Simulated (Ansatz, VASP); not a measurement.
# NaSb2Au: VASP beside Ansatz

```
CELL_PARAMETERS angstrom
4.35730 0.00000 0.00000
-2.17865 3.77354 0.00000
0.00000 0.00000 6.81847
ATOMIC_POSITIONS crystal
Na 0.00000 0.00000 0.50000
Sb 0.66667 0.33333 0.81632
Sb 0.33333 0.66667 0.18368
Au 0.00000 0.00000 0.00000
```

The cell was built by a generator and needn't be a form met in nature.

Alike in both runs: task band structure; functional r2SCAN; k mesh 5 × 5 × 3; occupations fermi-dirac, width 0.05 eV; no spin polarisation.

|  | VASP | Ansatz |
| --- | --- | --- |
| version | VASP 6.6.1 | Ansatz 0.2.0 |
| potentials or method | VASP PAW PBE potentials, release 64 (Na_pv, Sb, Au) | Ansatz PAW |
| plane-wave cutoff (eV) | 520 | 500 |
| valence electrons in the cell | 28 | 58 |

Ansatz gave:

```
gap on the k mesh at the Fermi level (eV)       : none
pressure (GPa)                                  : -1.5
largest component of the traceless stress (GPa) : 0.18
rms of the force components (eV/Å)              : 0.064
```

Problem. What did VASP give for the same quantities?

Solution. gap on the k mesh at the Fermi level (eV): none; pressure (GPa): -1.6; largest component of the traceless stress (GPa): 0.13; rms of the force components (eV/Å): 0.063.

Atom by atom the forces differ by 0.001 eV/Å (rms over components). A gap of «none» marks a metal or a gap that the smearing closes. The two sets of potentials don't hold the same shells in valence.

Caveats: spin-orbit coupling is left out, which moves the levels of the heavy elements; the PAW data sets were made with another functional, which shifts forces and pressure a little (VASP); the PAW data sets come from PBE, with cores solved anew for the run's functional, which leaves a small shift of forces and pressure (Ansatz).
